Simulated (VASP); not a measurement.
Here is the system:

```xyz
2
Lattice="0.0000 2.2188 2.2188 2.2188 0.0000 2.2188 2.2188 2.2188 0.0000" Properties=species:S:1:pos:R:3 pbc="T T T"
Al     0.0000     0.0000     0.0000
N      1.1094     1.1094     1.1094
```

Level of theory: G0W0 on PBE orbitals, VASP's PBE PAW potentials (set 64) (plane waves; VASP). Settings: PREC = Normal, 500 eV cut-off, 4×4×4 Γ-centred mesh, Gaussian smearing of 0.010 eV, potentials Al_GW N_GW_new.

The mesh is coarse and the basis finite, so the quasiparticle values are not converged.

NBANDS = 160, ENCUTGW = 200 eV, NOMEGA = 64. The PBE levels (eV) that the step starts from are:

```json
[
 {"state": "k1 (0.00, 0.00, 0.00), band 1", "KS energy": "-9.47", "filling": "2"},
 {"state": "k1 (0.00, 0.00, 0.00), band 2", "KS energy": "5.26", "filling": "2"},
 {"state": "k1 (0.00, 0.00, 0.00), band 3", "KS energy": "5.26", "filling": "2"},
 {"state": "k1 (0.00, 0.00, 0.00), band 4", "KS energy": "5.26", "filling": "2"},
 {"state": "k1 (0.00, 0.00, 0.00), band 5", "KS energy": "9.03", "filling": "0"},
 {"state": "k1 (0.00, 0.00, 0.00), band 6", "KS energy": "17.31", "filling": "0"},
 {"state": "k1 (0.00, 0.00, 0.00), band 7", "KS energy": "17.31", "filling": "0"},
 {"state": "k1 (0.00, 0.00, 0.00), band 8", "KS energy": "17.31", "filling": "0"},
 {"state": "k5 (0.50, 0.25, 0.00), band 1", "KS energy": "-7.30", "filling": "2"},
 {"state": "k5 (0.50, 0.25, 0.00), band 2", "KS energy": "0.61", "filling": "2"},
 {"state": "k5 (0.50, 0.25, 0.00), band 3", "KS energy": "2.98", "filling": "2"},
 {"state": "k5 (0.50, 0.25, 0.00), band 4", "KS energy": "4.09", "filling": "2"},
 {"state": "k5 (0.50, 0.25, 0.00), band 5", "KS energy": "10.99", "filling": "0"},
 {"state": "k5 (0.50, 0.25, 0.00), band 6", "KS energy": "14.84", "filling": "0"},
 {"state": "k5 (0.50, 0.25, 0.00), band 7", "KS energy": "16.84", "filling": "0"},
 {"state": "k5 (0.50, 0.25, 0.00), band 8", "KS energy": "18.23", "filling": "0"},
 {"state": "k6 (-0.25, 0.25, 0.00), band 1", "KS energy": "-7.67", "filling": "2"},
 {"state": "k6 (-0.25, 0.25, 0.00), band 2", "KS energy": "1.00", "filling": "2"},
 {"state": "k6 (-0.25, 0.25, 0.00), band 3", "KS energy": "2.85", "filling": "2"},
 {"state": "k6 (-0.25, 0.25, 0.00), band 4", "KS energy": "4.74", "filling": "2"},
 {"state": "k6 (-0.25, 0.25, 0.00), band 5", "KS energy": "12.85", "filling": "0"},
 {"state": "k6 (-0.25, 0.25, 0.00), band 6", "KS energy": "14.04", "filling": "0"},
 {"state": "k6 (-0.25, 0.25, 0.00), band 7", "KS energy": "16.42", "filling": "0"},
 {"state": "k6 (-0.25, 0.25, 0.00), band 8", "KS energy": "17.38", "filling": "0"}
]
```

Task: Give the quasiparticle energies and renormalisation factors Z.

Result: 
```json
[
 {"state": "k1 (0.00, 0.00, 0.00), band 1", "QP energy (eV)": "-10.90", "Z": "0.69"},
 {"state": "k1 (0.00, 0.00, 0.00), band 2", "QP energy (eV)": "4.22", "Z": "0.77"},
 {"state": "k1 (0.00, 0.00, 0.00), band 3", "QP energy (eV)": "4.22", "Z": "0.77"},
 {"state": "k1 (0.00, 0.00, 0.00), band 4", "QP energy (eV)": "4.22", "Z": "0.77"},
 {"state": "k1 (0.00, 0.00, 0.00), band 5", "QP energy (eV)": "9.60", "Z": "0.80"},
 {"state": "k1 (0.00, 0.00, 0.00), band 6", "QP energy (eV)": "18.12", "Z": "0.79"},
 {"state": "k1 (0.00, 0.00, 0.00), band 7", "QP energy (eV)": "18.12", "Z": "0.79"},
 {"state": "k1 (0.00, 0.00, 0.00), band 8", "QP energy (eV)": "18.12", "Z": "0.79"},
 {"state": "k5 (0.50, 0.25, 0.00), band 1", "QP energy (eV)": "-8.70", "Z": "0.72"},
 {"state": "k5 (0.50, 0.25, 0.00), band 2", "QP energy (eV)": "-0.66", "Z": "0.73"},
 {"state": "k5 (0.50, 0.25, 0.00), band 3", "QP energy (eV)": "1.78", "Z": "0.76"},
 {"state": "k5 (0.50, 0.25, 0.00), band 4", "QP energy (eV)": "2.94", "Z": "0.76"},
 {"state": "k5 (0.50, 0.25, 0.00), band 5", "QP energy (eV)": "11.48", "Z": "0.80"},
 {"state": "k5 (0.50, 0.25, 0.00), band 6", "QP energy (eV)": "15.61", "Z": "0.79"},
 {"state": "k5 (0.50, 0.25, 0.00), band 7", "QP energy (eV)": "17.73", "Z": "0.77"},
 {"state": "k5 (0.50, 0.25, 0.00), band 8", "QP energy (eV)": "18.98", "Z": "0.78"},
 {"state": "k6 (-0.25, 0.25, 0.00), band 1", "QP energy (eV)": "-9.07", "Z": "0.71"},
 {"state": "k6 (-0.25, 0.25, 0.00), band 2", "QP energy (eV)": "-0.26", "Z": "0.74"},
 {"state": "k6 (-0.25, 0.25, 0.00), band 3", "QP energy (eV)": "1.62", "Z": "0.75"},
 {"state": "k6 (-0.25, 0.25, 0.00), band 4", "QP energy (eV)": "3.66", "Z": "0.76"},
 {"state": "k6 (-0.25, 0.25, 0.00), band 5", "QP energy (eV)": "13.47", "Z": "0.78"},
 {"state": "k6 (-0.25, 0.25, 0.00), band 6", "QP energy (eV)": "14.76", "Z": "0.79"},
 {"state": "k6 (-0.25, 0.25, 0.00), band 7", "QP energy (eV)": "17.30", "Z": "0.78"},
 {"state": "k6 (-0.25, 0.25, 0.00), band 8", "QP energy (eV)": "18.06", "Z": "0.79"}
]
```
On the mesh the gap opens from 3.26 to 4.64 eV.

The compound is AlN in the zinc blende structure, a metastable form; wurtzite is the usual one. This cell is one point of a volume scan, at 1.04 of the reference volume. The k-mesh is coarse (spacing up to 0.61 per Å, 2π included), so the numbers may not be converged in it.
